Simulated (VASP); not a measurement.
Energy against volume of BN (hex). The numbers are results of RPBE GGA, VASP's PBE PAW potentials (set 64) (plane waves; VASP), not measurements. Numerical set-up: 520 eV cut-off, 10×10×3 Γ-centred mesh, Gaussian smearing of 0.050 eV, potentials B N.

Without a dispersion term in the relaxation, distances and binding between the weakly bound layers, chains or molecules are unreliable, and so is what depends on them.

Shape and ions are relaxed at each volume.

```csv
V (Å³/atom),E (eV/atom)
12.085,-8.45857
12.458,-8.45925
12.832,-8.45963
13.206,-8.45973
```

Problem. Fit these four points and predict the energy of the run at 11.711 Å³/atom.

Solution. A cubic in V^(−2/3), the third-order Birch-Murnaghan form, passes through the four points with V0 = 13.16 Å³/atom and B0 = 4 GPa, and gives -8.4576 eV/atom there. The run gave -8.4575 eV/atom, +0.1 meV/atom from the fit; all five points give B0 = 3 GPa.

The compound is BN in the hex structure. It was relaxed first, which changed the volume by +46 %.
